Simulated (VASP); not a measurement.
Given:

```
CELL_PARAMETERS angstrom
      4.48537     0.00000     0.00000
      0.00000     4.48537     0.00000
      0.00000     0.00000     3.16143
ATOMIC_POSITIONS crystal
  Ir 0.00000 0.00000 0.00000
  Ir 0.50000 0.50000 0.50000
  O  0.30876 0.30876 0.00000
  O  0.80876 0.19124 0.50000
  O  0.19124 0.80876 0.50000
  O  0.69124 0.69124 0.00000
```

Method: PBEsol GGA, VASP's PBE PAW potentials (set 64) (plane waves; VASP). Run with 620 eV cut-off, 7×7×10 Γ-centred mesh, first-order Methfessel-Paxton smearing of 0.10 eV, potentials Ir O.

Unless said otherwise, spin-orbit coupling is left out, though it shifts the bands of the heavy elements here.

**Question.** Predict the energy per atom (σ→0), band gap (on the k-mesh) with the smallest direct gap where there is one.

**Answer.** 
- band gap (on the k-mesh): none (metal, semimetal or under 0.01 eV)
- energy per atom (σ→0): -7.594 eV/atom

Total energies compare only between runs with the same potentials, cut-off and functional.

The compound is IrO2 in the rutile structure. It was relaxed first.
